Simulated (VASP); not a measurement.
# AlH₃S: training a force field on the fly

AlH₃S, molecule in box, 5 atoms in the cell. PBE, machine-learned force field trained on the fly; PAW potentials Al, S, H (PBE set).

## Input

INCAR.step1:
```
PREC     = Normal         # precision mode
ENCUT    = 260            # plane-wave cutoff, eV
EDIFF    = 1E-5           # SCF threshold, eV
LREAL    = False          # projectors in reciprocal space
ALGO     = Fast           # electronic algorithm
NELMIN   = 4            
NELM     = 100            # most SCF steps
ISYM     = 0            
ISMEAR   = 0              # smearing method
SIGMA    = 0.05           # smearing width, eV
LWAVE    = False          # write WAVECAR
LCHARG   = False          # write CHGCAR
IBRION   = 0              # ionic algorithm
ISIF     = 2              # what is computed and relaxed
TEBEG    = 300          
POTIM    = 0.7            # step
RANDOM_SEED= 967485 0 0   
MDALGO   = 1            
ANDERSEN_PROB= 0.1          
NSW      = 160            # ionic steps
ML_LMLFF = True         
ML_MODE  = train        
ML_CTIFOR= 1E-6         
ML_WTSIF = 1E-10        
ML_NMDINT= 1            
ML_ICRITERIA= 0             
```

INCAR.step2, as INCAR.step1 but for:
```
- TEBEG = 300
- RANDOM_SEED = 967485 0 0
- MDALGO = 1
- ANDERSEN_PROB = 0.1
- NSW = 160
- ML_CTIFOR = 1E-6
- ML_NMDINT = 1
- ML_ICRITERIA = 0
+ TEBEG = 180
+ RANDOM_SEED = 480794 0 0
+ MDALGO = 3
+ LANGEVIN_GAMMA = 10 10 10
+ NSW = 2000
+ TEEND = 375
+ ML_CTIFOR = 0.02
+ ML_NMDINT = 2
```

INCAR.step3:
```
PREC     = Normal         # precision mode
ENCUT    = 260            # plane-wave cutoff, eV
EDIFF    = 1E-5           # SCF threshold, eV
LREAL    = False          # projectors in reciprocal space
ALGO     = Fast           # electronic algorithm
NELMIN   = 4            
NELM     = 100            # most SCF steps
ISYM     = 0            
ISMEAR   = 0              # smearing method
SIGMA    = 0.05           # smearing width, eV
LWAVE    = False          # write WAVECAR
LCHARG   = False          # write CHGCAR
ML_LMLFF = True         
ML_MODE  = refit        
ML_WTSIF = 1E-10         
```

INCAR.step4:
```
PREC     = Normal         # precision mode
ENCUT    = 260            # plane-wave cutoff, eV
ISYM     = 0            
ISMEAR   = 0              # smearing method
SIGMA    = 0.05           # smearing width, eV
LWAVE    = False          # write WAVECAR
LCHARG   = False          # write CHGCAR
ML_LMLFF = True         
ML_MODE  = run          
NWRITE   = 2            
IBRION   = -1             # ionic algorithm
NSW      = 0              # ionic steps
```

INCAR.step5:
```
PREC     = Normal         # precision mode
ENCUT    = 260            # plane-wave cutoff, eV
EDIFF    = 1E-5           # SCF threshold, eV
LREAL    = False          # projectors in reciprocal space
ALGO     = Fast           # electronic algorithm
NELMIN   = 4            
NELM     = 100            # most SCF steps
ISYM     = 0            
ISMEAR   = 0              # smearing method
SIGMA    = 0.05           # smearing width, eV
LWAVE    = False          # write WAVECAR
LCHARG   = False          # write CHGCAR
```

INCAR.step6:
```
PREC     = Normal         # precision mode
ENCUT    = 260            # plane-wave cutoff, eV
ISYM     = 0            
ISMEAR   = 0              # smearing method
SIGMA    = 0.05           # smearing width, eV
LWAVE    = False          # write WAVECAR
LCHARG   = False          # write CHGCAR
ML_LMLFF = True         
ML_MODE  = run          
NWRITE   = 0            
IBRION   = 2              # ionic algorithm
NSW      = 300            # ionic steps
EDIFFG   = -2E-4          # ionic threshold
ISIF     = 2              # what is computed and relaxed
```

KPOINTS:
```
k-points
0
Gamma
  1 1 1
```

POSCAR.step1:
```
AlH3S
1.0
   10.0000000000      0.0000000000      0.0000000000
    0.0000000000      9.0000000000      0.0000000000
    0.0000000000      0.0000000000      9.0000000000
Al S H
1 1 3
Direct
    0.4394900100      0.4903166600      0.5053555500
    0.6140100000      0.4593277800      0.6473888900
    0.3029300000      0.4252166700      0.5645555500
    0.4569899900      0.5747833300      0.3526111100
    0.6970700000      0.5294277700      0.5532111100
```

Commands (each step's output is kept before the next begins):
```
cat potpaw_PBE.64/Al/POTCAR potpaw_PBE.64/S/POTCAR potpaw_PBE.64/H/POTCAR > POTCAR
cp INCAR.step1 INCAR
cp POSCAR.step1 POSCAR
mpirun -np 4 vasp_gam > vasp.out
cp ML_ABN ../ML_AB
cp CONTCAR POSCAR
cp ../ML_AB ML_AB
cp INCAR.step2 INCAR
mpirun -np 4 vasp_gam > vasp.out
cp ML_ABN ../ML_AB
cp CONTCAR POSCAR
cp ../ML_AB ML_AB
cp INCAR.step3 INCAR
mpirun -np 4 vasp_gam > vasp.out
cp ML_FFN ../ML_FF
cp ../ML_FF ML_FF
rm ML_AB
cp INCAR.step4 INCAR
mpirun -np 4 vasp_gam > vasp.out
cp INCAR.step5 INCAR
mpirun -np 4 vasp_gam > vasp.out
cp INCAR.step6 INCAR
mpirun -np 4 vasp_gam > vasp.out
cp CONTCAR ../POSCAR.min
cp CONTCAR POSCAR
cp INCAR.step5 INCAR
mpirun -np 4 vasp_gam > vasp.out
cp INCAR.step4 INCAR
mpirun -np 4 vasp_gam > vasp.out
```

## Result

- Force error of the fit (eV/Å): 0.003
- Energy error of the fit (eV/atom): 0.0000

The training runs are MD at 180 to 375 K, 1.5 ps in all.

Between the relaxed minimum and a frame of the training run, the force field gives 0.075 eV and DFT 0.070 eV.

ML_LOGFILE.step1:
```
# STATUS This line describes the overall status of each step.
# STATUS
# STATUS nstep ..... MD time step or input structure counter
# STATUS state ..... One-word description of step action
# STATUS             - "accurate"  (1) : Errors are low, force field is used
# STATUS             - "threshold" (2) : Errors exceeded threshold, structure is sampled from ab initio
# STATUS             - "learning"  (3) : Stored configurations are used for training force field
# STATUS             - "critical"  (4) : Errors are high, ab initio sampling and learning is enforced
# STATUS             - "predict"   (5) : Force field is used in prediction mode only, no error checking
# STATUS             - "predfast"  (6) : Prediction mode only, no error checking, no error estimates
# STATUS             - "interval"  (7) : Errors exceeded threshold, but too close to last sampling (ML_NMDINT)
# STATUS is ........ Integer representation of above one-word description (integer in parenthesis)
# STATUS doabin .... Perform ab initio calculation (T/F)
# STATUS iff ....... Force field available (T/F, False after startup hints to possible convergence problems)
[... 34 lines left out ...]
BEEF                  157   6.47691125E-06   2.98212935E-03   1.50787822E-03   1.00000000E-06   2.25990343E-02   1.28053325E-02
BEEF                  158   6.25258289E-06   2.96365555E-03   1.50624601E-03   1.00000000E-06   2.20739686E-02   1.25396908E-02
BEEF                  159   5.99853976E-06   2.91720111E-03   1.48579003E-03   1.00000000E-06   2.17794838E-02   1.23286872E-02
BEEF                  160   5.89921847E-06   2.94167098E-03   1.50638591E-03   1.00000000E-06   2.21403175E-02   1.24643669E-02
ERR                   157   6.78768074E-05   4.14999503E-03   1.30521373E+00
ERR                   158   6.79650539E-05   4.12229366E-03   1.30566744E+00
ERR                   159   6.75896423E-05   4.09626709E-03   1.30639869E+00
ERR                   160   6.83595900E-05   4.15224523E-03   1.30960983E+00
```

ML_LOGFILE.step2:
```
# STATUS This line describes the overall status of each step.
# STATUS
# STATUS nstep ..... MD time step or input structure counter
# STATUS state ..... One-word description of step action
# STATUS             - "accurate"  (1) : Errors are low, force field is used
# STATUS             - "threshold" (2) : Errors exceeded threshold, structure is sampled from ab initio
# STATUS             - "learning"  (3) : Stored configurations are used for training force field
# STATUS             - "critical"  (4) : Errors are high, ab initio sampling and learning is enforced
# STATUS             - "predict"   (5) : Force field is used in prediction mode only, no error checking
# STATUS             - "predfast"  (6) : Prediction mode only, no error checking, no error estimates
# STATUS             - "interval"  (7) : Errors exceeded threshold, but too close to last sampling (ML_NMDINT)
# STATUS is ........ Integer representation of above one-word description (integer in parenthesis)
# STATUS doabin .... Perform ab initio calculation (T/F)
# STATUS iff ....... Force field available (T/F, False after startup hints to possible convergence problems)
[... 34 lines left out ...]
BEEF                 1997   2.14353653E-05   4.30275649E-03   2.27984871E-03   2.00000000E-02   4.09143993E-02   1.91564953E-02
BEEF                 1998   2.36540623E-05   4.11487178E-03   2.22367465E-03   2.00000000E-02   4.46423771E-02   2.03125317E-02
BEEF                 1999   2.69926398E-05   4.37770847E-03   2.23739095E-03   2.00000000E-02   4.92607052E-02   2.18988352E-02
BEEF                 2000   3.14492207E-05   4.79736061E-03   2.29838991E-03   2.00000000E-02   5.43529041E-02   2.37287006E-02
ERR                  1447   8.47225276E-05   5.07369474E-03   1.29561127E+00
ERR                  1504   9.89734887E-05   5.29962720E-03   1.28234294E+00
ERR                  1560   9.73617983E-05   5.10047564E-03   1.27774090E+00
ERR                  1926   9.92881006E-05   5.37252934E-03   1.27901908E+00
```

ML_LOGFILE.step3:
```
# STATUS This line describes the overall status of each step.
# STATUS
# STATUS nstep ..... MD time step or input structure counter
# STATUS state ..... One-word description of step action
# STATUS             - "accurate"  (1) : Errors are low, force field is used
# STATUS             - "threshold" (2) : Errors exceeded threshold, structure is sampled from ab initio
# STATUS             - "learning"  (3) : Stored configurations are used for training force field
# STATUS             - "critical"  (4) : Errors are high, ab initio sampling and learning is enforced
# STATUS             - "predict"   (5) : Force field is used in prediction mode only, no error checking
# STATUS             - "predfast"  (6) : Prediction mode only, no error checking, no error estimates
# STATUS             - "interval"  (7) : Errors exceeded threshold, but too close to last sampling (ML_NMDINT)
# STATUS is ........ Integer representation of above one-word description (integer in parenthesis)
# STATUS doabin .... Perform ab initio calculation (T/F)
# STATUS iff ....... Force field available (T/F, False after startup hints to possible convergence problems)
[... 20 lines left out ...]
# BEEF bee_ave_stress ... Bayesian error estimate of stresses (average) (kB)
# BEEF              nstep       bee_energy    bee_max_force    bee_ave_force        threshold   bee_max_stress   bee_ave_stress
# BEEF                  2                3                4                5                6                7                8
# SPRSC This line shows the results of sparsification regarding the number
# SPRSC of reference structures and local reference configurations.
# SPRSC
STATUS                  0  learning  3      T      F         0         0
STATUS                  1  accurate  1      F      T         1         1
SPRSC                   0       199       199 Al        77        77 S         70        70 H        186       186
ERR                     0   3.36082111E-05   2.55820510E-03   1.27956382E+00
```

Limits: the nuclei move classically.

VASP 6.6.1 took 223 s on 4 cores (Intel Xeon Platinum 8488C (Sapphire Rapids)), a shared host.
